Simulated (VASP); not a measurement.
# BPd4 (Pmm2) in VASP: notebook, part 3 of 3

VASP 6.6.1.

## 5. Band structure, RPBE

INCAR reads:

```
SYSTEM = BPd4
  PREC = Accurate
  ENCUT = 520
  EDIFF = 1E-6
  ISMEAR = -1
  SIGMA = 0.05
  LREAL = .FALSE.
  LASPH = .TRUE.
  NELM = 100
  ALGO = Fast
  ISIF = 2
  LWAVE = .FALSE.
  LCHARG = .FALSE.
  LMAXMIX = 4
  GGA = RP
  NBANDS = 30
```

KPOINTS reads:

```
regular mesh
0
G
  7 5 4
  0 0 0
```

POSCAR reads:

```
BPd4
1.0
    2.8920299704      0.0000000000      0.0000000000
    0.0000000000      4.3650077954      0.0000000000
    0.0000000000      0.0000000000      5.8563150000
Pd B
4 1
Direct
    0.5000000000      0.0000000000      0.1975780000
    0.0000000000      0.0000000000      0.6194700000
    0.0000000000      0.5000000000      0.3291640000
    0.5000000000      0.5000000000      0.8675610000
    0.5000000000      0.0000000000      0.8632270000
```

KPOINTS_OPT reads:

```
path GXSYGZURTZ,YT,UX,SR
10
line-mode
reciprocal
 0.0000000000  0.0000000000  0.0000000000  G
 0.5000000000  0.0000000000  0.0000000000  X

 0.5000000000  0.0000000000  0.0000000000  X
 0.5000000000  0.5000000000  0.0000000000  S

 0.5000000000  0.5000000000  0.0000000000  S
 0.0000000000  0.5000000000  0.0000000000  Y

 0.0000000000  0.5000000000  0.0000000000  Y
 0.0000000000  0.0000000000  0.0000000000  G

 0.0000000000  0.0000000000  0.0000000000  G
 0.0000000000  0.0000000000  0.5000000000  Z

 0.0000000000  0.0000000000  0.5000000000  Z
 0.5000000000  0.0000000000  0.5000000000  U

 0.5000000000  0.0000000000  0.5000000000  U
 0.5000000000  0.5000000000  0.5000000000  R

 0.5000000000  0.5000000000  0.5000000000  R
 0.0000000000  0.5000000000  0.5000000000  T

 0.0000000000  0.5000000000  0.5000000000  T
 0.0000000000  0.0000000000  0.5000000000  Z

 0.0000000000  0.5000000000  0.0000000000  Y
 0.0000000000  0.5000000000  0.5000000000  T

 0.5000000000  0.0000000000  0.5000000000  U
 0.5000000000  0.0000000000  0.0000000000  X

 0.5000000000  0.5000000000  0.0000000000  S
 0.5000000000  0.5000000000  0.5000000000  R
```

Command:

```
> cat potpaw_PBE.64/Pd/POTCAR potpaw_PBE.64/B/POTCAR > POTCAR
> mpirun -np 1 vasp_std > vasp.out
```

Wall time 2.5 min (1 thread of Intel Xeon Platinum 8488C (Sapphire Rapids), shared host); peak memory 0.26 GiB.

It converged, with:

* Free energy: -24.9428 eV
* Pressure: 2.8 GPa
* Largest force: 0.204 eV/Å
* Band gap along the path: none (metal or under the smearing width)

Forces on the atoms (eV/Å):
```
Pd   0.000  0.000 -0.204
Pd   0.000  0.000  0.010
Pd   0.000  0.000  0.078
Pd   0.000  0.000  0.064
B    0.000  0.000  0.052
```

Stress tensor (GPa, compression positive):
```
2.58 0.00 0.00
0.00 3.24 0.00
0.00 0.00 2.61
```

Levels at the corners of the path, in eV from the Fermi level:
| point | band 17 | band 18 | band 19 | band 20 | band 21 | band 22 | band 23 | band 24 | band 25 | band 26 |
| --- | --- | --- | --- | --- | --- | --- | --- | --- | --- | --- |
| Γ | -1.43 | -1.39 | -1.21 | -0.84 | -0.55 | -0.28 | 0.05 | 0.42 | 5.25 | 5.46 |
| X | -0.67 | -0.65 | -0.62 | -0.33 | 0.41 | 0.46 | 1.78 | 2.51 | 3.46 | 4.71 |
| X | -0.67 | -0.65 | -0.62 | -0.33 | 0.41 | 0.46 | 1.78 | 2.51 | 3.46 | 4.71 |
| S | -0.98 | -0.76 | -0.39 | -0.06 | 0.76 | 1.46 | 2.33 | 2.41 | 3.10 | 3.66 |
| S | -0.98 | -0.76 | -0.39 | -0.06 | 0.76 | 1.46 | 2.33 | 2.41 | 3.10 | 3.66 |
| Y | -1.76 | -1.47 | -0.99 | -0.89 | -0.86 | -0.75 | -0.46 | 1.43 | 2.25 | 3.99 |
| Y | -1.76 | -1.47 | -0.99 | -0.89 | -0.86 | -0.75 | -0.46 | 1.43 | 2.25 | 3.99 |
| Γ | -1.43 | -1.39 | -1.21 | -0.84 | -0.55 | -0.28 | 0.05 | 0.42 | 5.25 | 5.46 |
| Γ | -1.43 | -1.39 | -1.21 | -0.84 | -0.55 | -0.28 | 0.05 | 0.42 | 5.25 | 5.46 |
| Z | -1.69 | -1.31 | -1.25 | -1.11 | -0.84 | 0.04 | 1.60 | 1.94 | 4.53 | 5.04 |
| Z | -1.69 | -1.31 | -1.25 | -1.11 | -0.84 | 0.04 | 1.60 | 1.94 | 4.53 | 5.04 |
| U | -0.73 | -0.63 | -0.58 | -0.31 | 0.00 | 0.55 | 1.54 | 2.38 | 2.86 | 5.61 |
| U | -0.73 | -0.63 | -0.58 | -0.31 | 0.00 | 0.55 | 1.54 | 2.38 | 2.86 | 5.61 |
| R | -1.17 | -0.69 | -0.62 | -0.21 | -0.17 | 1.04 | 2.23 | 2.45 | 2.72 | 3.48 |
| R | -1.17 | -0.69 | -0.62 | -0.21 | -0.17 | 1.04 | 2.23 | 2.45 | 2.72 | 3.48 |
| T | -1.25 | -1.16 | -0.96 | -0.89 | -0.82 | -0.47 | -0.44 | -0.13 | 3.31 | 6.57 |
| T | -1.25 | -1.16 | -0.96 | -0.89 | -0.82 | -0.47 | -0.44 | -0.13 | 3.31 | 6.57 |
| Z | -1.69 | -1.31 | -1.25 | -1.11 | -0.84 | 0.04 | 1.60 | 1.94 | 4.53 | 5.04 |
| Y | -1.76 | -1.47 | -0.99 | -0.89 | -0.86 | -0.75 | -0.46 | 1.43 | 2.25 | 3.99 |
| T | -1.25 | -1.16 | -0.96 | -0.89 | -0.82 | -0.47 | -0.44 | -0.13 | 3.31 | 6.57 |
| U | -0.73 | -0.63 | -0.58 | -0.31 | 0.00 | 0.55 | 1.54 | 2.38 | 2.86 | 5.61 |
| X | -0.67 | -0.65 | -0.62 | -0.33 | 0.41 | 0.46 | 1.78 | 2.51 | 3.46 | 4.71 |
| S | -0.98 | -0.76 | -0.39 | -0.06 | 0.76 | 1.46 | 2.33 | 2.41 | 3.10 | 3.66 |
| R | -1.17 | -0.69 | -0.62 | -0.21 | -0.17 | 1.04 | 2.23 | 2.45 | 2.72 | 3.48 |

Caveat: the PAW data sets were made with another functional, which shifts forces and pressure a little.

## 6. The runs side by side

```tsv
level	potentials or basis	pressure (GPa)	largest force (eV/Å)
LDA	VASP PAW LDA potentials, release 64 (Pd, B)	-12.8	0.18
PBE	VASP PAW PBE potentials, release 64 (Pd, B)	-1.2	0.20
PBEsol	VASP PAW PBE potentials, release 64 (Pd, B)	-8.5	0.14
RPBE	VASP PAW PBE potentials, release 64 (Pd, B)	2.8	0.20
```

Alike in all rows: task band structure; no spin polarisation; cell as given; k mesh 7 × 5 × 4; cutoff (eV) 520; smearing fermi-dirac 0.05 eV.

Caveats: the PAW data sets were made with another functional, which shifts forces and pressure a little (some runs).

Total energies depend on the potentials used, so only differences within one code and one set of settings carry meaning.
